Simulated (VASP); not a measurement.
An input for Quantum ESPRESSO's pw.x (written as the equivalent of a VASP run, and not itself run):

```
&CONTROL
  calculation = 'scf'
  pseudo_dir = './pseudo'
  outdir = './out'
  tprnfor = .true.
  tstress = .true.
/
&SYSTEM
  ibrav = 0
  nat = 3
  ntyp = 2
  ecutwfc = 76
  occupations = 'smearing'
  smearing = 'methfessel-paxton'
  degauss = 0.00735
  input_dft = 'pbe'
/
&ELECTRONS
  conv_thr = 7.3e-09
  electron_maxstep = 100
/
ATOMIC_SPECIES
  Hf 178.490 Hf.upf
  B 10.810 B.upf
CELL_PARAMETERS angstrom
     1.5706953   -2.7205243    0.0000000
     1.5706953    2.7205243   -0.0000000
    -0.0000000   -0.0000000    3.4913939
ATOMIC_POSITIONS crystal
  Hf   1.0000000  0.0000000  0.0000000
  B    0.3333330  0.6666670  0.5000000
  B    0.6666670  0.3333330  0.5000000
K_POINTS automatic
  10 10 8 0 0 0
```

Task: Translate this input to VASP (INCAR, KPOINTS, POSCAR, choice of POTCAR).

Result: Several could match; the one computed here: 
### INCAR
```
ALGO  =  Normal
EDIFF  =  1E-7
ENCUT  =  600
GGA  =  PE
ISIF  =  2
ISMEAR  =  1
LASPH  =  .TRUE.
LCHARG  =  .FALSE.
LMAXMIX  =  6
LREAL  =  .FALSE.
LWAVE  =  .FALSE.
NELM  =  100
PREC  =  Accurate
SIGMA  =  0.1
SYSTEM  =  HfB2
```

KPOINTS:
```
Automatic mesh
0
Gamma
10 10 8
0 0 0
```

File POSCAR:
```
HfB2
1
    1.5706953294    -2.7205243462     0.0000000000
    1.5706953294     2.7205243462    -0.0000000000
   -0.0000000000    -0.0000000000     3.4913938500
Hf B
1 2
Direct
  1.0000000000   0.0000000000   0.0000000000
  0.3333330000   0.6666670000   0.5000000000
  0.6666670000   0.3333330000   0.5000000000
```

POTCAR, in this order: Hf_pv B (PBE.64 set). Program: vasp_std.

The two are equivalent in intent, not identical: the potentials are each code's own (VASP's PAW set, PseudoDojo norm-conserving files in pw.x), so ENCUT and ecutwfc are chosen apart and not converted; conv_thr bounds pw.x's estimated SCF error, while EDIFF bounds the energy change between steps.

The compound is HfB2 in the AlB2 type structure. It was relaxed first.
